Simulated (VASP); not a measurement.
A convergence study with VASP on FePt (L1_0): one setting is varied, all else stays as given below, so the limit is that of these other settings.

```
CELL_PARAMETERS angstrom
      2.72000     0.00000     0.00000
      0.00000     2.72000     0.00000
      0.00000     0.00000     3.71000
ATOMIC_POSITIONS crystal
  Fe 0.00000 0.00000 0.00000
  Pt 0.50000 0.50000 0.50000
```
Starting moments (μB, in the order of the record's atoms Fe Pt): 3.0 0.0.

Level of theory: PBE GGA, VASP's PBE PAW potentials (set 64) (plane waves; VASP). The tightest run used: 550 eV cut-off, 23×23×17 Γ-centred mesh, first-order Methfessel-Paxton smearing of 0.10 eV, potentials Fe Pt.

The reference is 23×23×17 mesh, which took about 7 core-minutes. Times come from single runs on busy shared machines, so they are rough: good to a factor of about 2.

Task: Of the settings 1×1×1 mesh; 2×2×1 mesh; 3×3×2 mesh; 4×4×3 mesh; 5×5×4 mesh; 6×6×4 mesh; 7×7×5 mesh; 8×8×6 mesh; 9×9×7 mesh; 10×10×7 mesh; 11×11×8 mesh; 12×12×9 mesh; 13×13×10 mesh; 14×14×10 mesh; 15×15×11 mesh; 16×16×12 mesh; 17×17×12 mesh; 18×18×13 mesh; 19×19×14 mesh; 20×20×15 mesh; 21×21×15 mesh; 22×22×16 mesh; 23×23×17 mesh, which is the lowest that keeps the difference from the reference in E (eV/atom) within 0.005 from there on, and what does it cost?

Result: 9×9×7 mesh; its cost over the reference is about 1/10.
```json
[
 {"setting": "1×1×1 mesh", "difference in E (eV/atom)": "2.3055", "cost over the reference": "about 1/40"},
 {"setting": "2×2×1 mesh", "difference in E (eV/atom)": "0.7858", "cost over the reference": "about 1/30"},
 {"setting": "3×3×2 mesh", "difference in E (eV/atom)": "0.0354", "cost over the reference": "about 1/40"},
 {"setting": "4×4×3 mesh", "difference in E (eV/atom)": "0.0240", "cost over the reference": "about 1/20"},
 {"setting": "5×5×4 mesh", "difference in E (eV/atom)": "0.0409", "cost over the reference": "about 1/30"},
 {"setting": "6×6×4 mesh", "difference in E (eV/atom)": "0.0095", "cost over the reference": "about 1/20"},
 {"setting": "7×7×5 mesh", "difference in E (eV/atom)": "0.0104", "cost over the reference": "about 1/20"},
 {"setting": "8×8×6 mesh", "difference in E (eV/atom)": "0.0082", "cost over the reference": "about 1/10"},
 {"setting": "9×9×7 mesh", "difference in E (eV/atom)": "0.0003", "cost over the reference": "about 1/10"},
 {"setting": "10×10×7 mesh", "difference in E (eV/atom)": "0.0001", "cost over the reference": "about 1/6"},
 {"setting": "11×11×8 mesh", "difference in E (eV/atom)": "0.0008", "cost over the reference": "about 1/10"},
 {"setting": "12×12×9 mesh", "difference in E (eV/atom)": "0.0015", "cost over the reference": "about 1/5"},
 {"setting": "13×13×10 mesh", "difference in E (eV/atom)": "0.0012", "cost over the reference": "about 1/5"},
 {"setting": "14×14×10 mesh", "difference in E (eV/atom)": "0.0001", "cost over the reference": "about 1/3"},
 {"setting": "15×15×11 mesh", "difference in E (eV/atom)": "0.0010", "cost over the reference": "about 1/5"},
 {"setting": "16×16×12 mesh", "difference in E (eV/atom)": "0.0006", "cost over the reference": "about 1/3"},
 {"setting": "17×17×12 mesh", "difference in E (eV/atom)": "0.0000", "cost over the reference": "about 1/2"},
 {"setting": "18×18×13 mesh", "difference in E (eV/atom)": "0.0000", "cost over the reference": "within a factor of 2"},
 {"setting": "19×19×14 mesh", "difference in E (eV/atom)": "0.0000", "cost over the reference": "about 1/2"},
 {"setting": "20×20×15 mesh", "difference in E (eV/atom)": "0.0005", "cost over the reference": "within a factor of 2"},
 {"setting": "21×21×15 mesh", "difference in E (eV/atom)": "0.0002", "cost over the reference": "within a factor of 2"},
 {"setting": "22×22×16 mesh", "difference in E (eV/atom)": "0.0002", "cost over the reference": "within a factor of 2"},
 {"setting": "23×23×17 mesh", "difference in E (eV/atom)": "0.0000", "cost over the reference": "reference"}
]
```

Left out are rungs that failed or repeat a setting and relaxations that didn't move; long series are thinned to 24 rows.

The compound is FePt in the L1_0 structure. The cell was not relaxed at this level. The spin order is the one that the start imposed; others were not tried in this run.
